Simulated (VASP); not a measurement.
Calculation: LDA (Ceperley-Alder, Perdew-Zunger), VASP's LDA PAW potentials (set 64) (plane waves; VASP).

VASP input:

File KPOINTS:
```
Automatic
0
G
  9 9 9
```

### POSCAR
```
CaO
1
    0.0000000000     2.3597750707     2.3597750707
    2.3597750707     0.0000000000     2.3597750707
    2.3597750707     2.3597750707    -0.0000000000
Ca O
1 1
Direct
  0.0000000000   0.0000000000   0.0000000000
  0.5000000000   0.5000000000   0.5000000000
```

INCAR:
```
ALGO=Normal
EDIFF=1E-6
EDIFFG=-0.01
ENCUT=520
IBRION=2
ISIF=3
ISMEAR=0
LASPH=.TRUE.
LCHARG=.FALSE.
LREAL=.FALSE.
LWAVE=.FALSE.
NELM=100
NSW=60
PREC=Accurate
SIGMA=0.05
SYSTEM=CaO
```

POTCAR, in this order: Ca_sv O (LDA.64 set). Program: vasp_std.

What VASP printed:

**OSZICAR**
```
       N       E                     dE             d eps       ncg     rms          rms(c)
DAV:   1     0.127234148677E+03    0.12723E+03   -0.87616E+03   848   0.137E+03
DAV:   2    -0.100352807986E+02   -0.13727E+03   -0.12979E+03   964   0.340E+02
DAV:   3    -0.157545190696E+02   -0.57192E+01   -0.56795E+01  1084   0.728E+01
DAV:   4    -0.159352117325E+02   -0.18069E+00   -0.18056E+00  1196   0.117E+01
DAV:   5    -0.159365577183E+02   -0.13460E-02   -0.13459E-02  1056   0.112E+00    0.846E+00
DAV:   6    -0.143348747159E+02    0.16017E+01   -0.83683E+00   968   0.273E+01    0.366E+00
DAV:   7    -0.142525030689E+02    0.82372E-01   -0.69142E-01  1128   0.846E+00    0.171E+00
DAV:   8    -0.142231399108E+02    0.29363E-01   -0.75090E-02  1028   0.311E+00    0.349E-01
DAV:   9    -0.142210651324E+02    0.20748E-02   -0.14348E-02  1020   0.102E+00    0.109E-01
DAV:  10    -0.142211559688E+02   -0.90836E-04   -0.12264E-03  1004   0.359E-01    0.230E-02
DAV:  11    -0.142211723172E+02   -0.16348E-04   -0.18459E-04  1232   0.110E-01    0.277E-02
DAV:  12    -0.142211589752E+02    0.13342E-04   -0.45218E-05  1036   0.725E-02    0.275E-03
DAV:  13    -0.142211592142E+02   -0.23903E-06   -0.33488E-06  1008   0.175E-02
   1 F= -.14221159E+02 E0= -.14221159E+02  d E =-.142212E+02
```

**OUTCAR**
```
------------------------ aborting loop because EDIFF is reached ----------------------------------------
  FORCE on cell =-STRESS in cart. coord.  units (eV):
  Direction    XX          YY          ZZ          XY          YZ          ZX
  --------------------------------------------------------------------------------------
  Total       -0.0006212     -0.0006212     -0.0006212     -0.0000000     -0.0000000      0.0000000
  in kB       -0.0378705     -0.0378705     -0.0378705     -0.0000000     -0.0000000      0.0000000
  external PRESSURE =      -0.0378705 kB  Pullay stress =       0.0000000 kB
  volume of cell :       26.28
      direct lattice vectors                 reciprocal lattice vectors
     0.000000000  2.359775071  2.359775071    -0.211884601  0.211884601  0.211884601
     2.359775071  0.000000000  2.359775071     0.211884601 -0.211884601  0.211884601
     2.359775071  2.359775071  0.000000000     0.211884601  0.211884601 -0.211884601
  FREE ENERGIE OF THE ION-ELECTRON SYSTEM (eV)
  ---------------------------------------------------
  free  energy   TOTEN  =       -14.2211592142 eV

  energy  without entropy=      -14.2211592142  energy(sigma->0) =      -14.22115921

 reached required accuracy - stopping structural energy minimisation
```
(Selected blocks of OUTCAR.)

The compound is CaO in the rock salt structure. It was relaxed first, which changed the volume by -6 %. The start is the result of an earlier pass.
